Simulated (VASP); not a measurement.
Here is the system:

```yaml
crystal:
  lattice:
    - [0.00000, 1.95523, 1.95523]
    - [1.95523, 0.00000, 1.95523]
    - [1.95523, 1.95523, 0.00000]
  atoms:
    - { symbol: Pd, position: [0.00000, 0.00000, 0.00000] }
```

The numbers are results of PBEsol GGA, VASP's PBE PAW potentials (set 64) (plane waves; VASP), not measurements. Settings: 480 eV cut-off, 16×16×16 Γ-centred mesh, first-order Methfessel-Paxton smearing of 0.10 eV, potentials Pd.

Give the stress tensor in GPa (positive for a compressed cell).

```
-5.30   0.00   0.00
 0.00  -5.30   0.00
 0.00   0.00  -5.30
```
The pressure is its mean diagonal, -5.30 GPa.

The compound is Pd in the fcc structure. This cell was strained or had an atom moved on purpose.
